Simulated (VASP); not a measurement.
Runs of VASP 6.6.1 on BN. It takes space group P6_3/mmc (No. 194, hexagonal). Conventional cell: a = 2.507 Å, b = 2.507 Å, c = 6.596 Å, α = 90.00°, β = 90.00°, γ = 120.00°. Around B (site symmetry -6m2) lie 3 N at 1.45 Å. N (site symmetry -6m2) is surrounded by 3 B at 1.45 Å. 

| task | cell | gap on the mesh (eV) | pressure (GPa) |
| --- | --- | --- | --- |
| relaxation of shape and atoms at fixed volume | relaxed at fixed volume from: a relaxed cell with its volume scaled by 0.94 | 4.21 | 2.4 |
| relaxation of shape and atoms at fixed volume | relaxed at fixed volume from: a relaxed cell with its volume scaled by 1.03 | 4.30 | -0.8 |
| relaxation of cell and atoms | relaxed | 4.26 | 0.0 |
| relaxation of shape and atoms at fixed volume | relaxed at fixed volume | 4.26 | 0.0 |
| relaxation of shape and atoms at fixed volume | relaxed at fixed volume from: a relaxed cell with its volume scaled by 1.09 | (b) | -1.8 |
| relaxation of shape and atoms at fixed volume | relaxed at fixed volume from: a relaxed cell with its volume scaled by 0.91 | (a) | 4.2 |
| relaxation of shape and atoms at fixed volume | relaxed at fixed volume from: a relaxed cell with its volume scaled by 1.06 | 4.34 | -1.3 |

Alike in all rows: level PBE+D3(BJ); potentials or basis VASP PAW PBE potentials, release 64 (B, N); no spin polarisation; k mesh 6 × 6 × 2; cutoff (eV) 520; smearing gaussian 0.02 eV; the mesh is coarse, so values aren't converged.

Question: Estimate the missing entries.

Answer: (a) 4.20; (b) 4.37.

Caveats: all runs use coarse meshes; the relaxation stopped at its first step, so nothing moved (some runs).

A k mesh can miss the band edges.
